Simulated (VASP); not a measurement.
# Ta₃Cu: intraband terms of a metal's spectrum

Ta₃Cu, I4/mmm (no. 139), 4 atoms in the cell. PBE, independent-particle dielectric function; PAW potentials Ta_pv, Cu (PBE set).

## Input

INCAR.step1:
```
PREC = Accurate
ENCUT = 340
ISMEAR = 1
SIGMA = 0.1
EDIFF = 1E-7
LASPH = T
KPAR = 4
LWAVE = F
LCHARG = T
LMAXMIX = 4
```

INCAR.step2:
```
PREC = Accurate
ENCUT = 340
ISMEAR = 0
SIGMA = 0.3
EDIFF = 1E-6
LASPH = T
KPAR = 4
LWAVE = T
LCHARG = F
LMAXMIX = 4
ICHARG = 11
NBANDS = 48
NEDOS = 3000
OMEGAMAX = 30
CSHIFT = 0.1
```

INCAR.step3, as INCAR.step2 but for:
```
- LWAVE = T
+ LWAVE = F
+ LOPTICS = T
+ ALGO = None
+ NELM = 1
+ ISTART = 1
```

INCAR.step4, as INCAR.step3 but for:
```
+ WPLASMAI = 0.03
```

INCAR.step5 to INCAR.step6 change the same tag again: WPLASMAI = 0.1, 0.3.

INCAR.step7, as INCAR.step6 but for:
```
- WPLASMAI = 0.3
+ RTIME = 5
```

INCAR.step8, as INCAR.step7 but for:
```
- RTIME = 5
+ RTIME = 20
```

INCAR.step9, as INCAR.step8 but for:
```
- RTIME = 20
+ LNABLA = T
```

INCAR.step10, as INCAR.step9 but for:
```
- ISMEAR = 0
- LNABLA = T
+ ISMEAR = -5
```

KPOINTS.step1:
```
k-points
0
Gamma
  9 9 9
```

KPOINTS.step2:
```
k-points
0
Gamma
  8 8 8
```

POSCAR:
```
Ta3Cu
1.0
   -2.0065070000      2.0065070000      4.2081700000
    2.0065070000     -2.0065070000      4.2081700000
    2.0065070000      2.0065070000     -4.2081700000
Ta Cu
3 1
Direct
    0.5000000000      0.5000000000      0.0000000000
    0.2500000000      0.7500000000      0.5000000000
    0.7500000000      0.2500000000      0.5000000000
    0.0000000000      0.0000000000      0.0000000000
```

Commands (each step's output is kept before the next begins):
```
cat potpaw_PBE.64/Ta_pv/POTCAR potpaw_PBE.64/Cu/POTCAR > POTCAR
cp INCAR.step1 INCAR
cp KPOINTS.step1 KPOINTS
mpirun -np 4 vasp_std > vasp.out
cp INCAR.step2 INCAR
cp KPOINTS.step2 KPOINTS
mpirun -np 4 vasp_std > vasp.out
cp INCAR.step3 INCAR
mpirun -np 4 vasp_std > vasp.out
cp INCAR.step4 INCAR
mpirun -np 4 vasp_std > vasp.out
cp INCAR.step5 INCAR
mpirun -np 4 vasp_std > vasp.out
cp INCAR.step6 INCAR
mpirun -np 4 vasp_std > vasp.out
cp INCAR.step7 INCAR
mpirun -np 4 vasp_std > vasp.out
cp INCAR.step8 INCAR
mpirun -np 4 vasp_std > vasp.out
cp INCAR.step9 INCAR
mpirun -np 4 vasp_std > vasp.out
cp INCAR.step10 INCAR
mpirun -np 4 vasp_std > vasp.out
```

## Result

- Bands: 48

One ground state, settings moved in the last step alone:

| Settings | Plasma frequency (eV) | Im ε at 0.5 eV | Im ε at 1 eV | Im ε at 2 eV | Im ε at 4 eV | Time (s) |
|---|---|---|---|---|---|---|
| interband part alone | 5.36 | 48.3 | 37.0 | 25.8 | 15.0 | 9 |
| Drude term, WPLASMAI 0.03 | 5.36 | 55.2 | 37.8 | 25.9 | 15.0 | 9 |
| Drude term, WPLASMAI 0.1 | 5.36 | 70.4 | 39.8 | 26.1 | 15.1 | 9 |
| Drude term, WPLASMAI 0.3 | 5.36 | 99.0 | 44.9 | 26.8 | 15.2 | 9 |
| relaxation time RTIME 5 fs | 5.36 | 76.6 | 40.7 | 26.2 | 15.1 | 9 |
| relaxation time RTIME 20 fs | 5.36 | 55.8 | 37.9 | 25.9 | 15.0 | 9 |
| transversal form (LNABLA) | 5.04 | 43.6 | 33.0 | 23.0 | 13.5 | 9 |
| tetrahedron method | – | – | – | – | – | no result |

Limits: Spin-orbit coupling is left out, which can matter with atoms this heavy.

VASP 6.6.1 took 128 s on 4 cores (Intel Xeon Platinum 8375C @ 2.90GHz (Ice Lake)), a shared host.
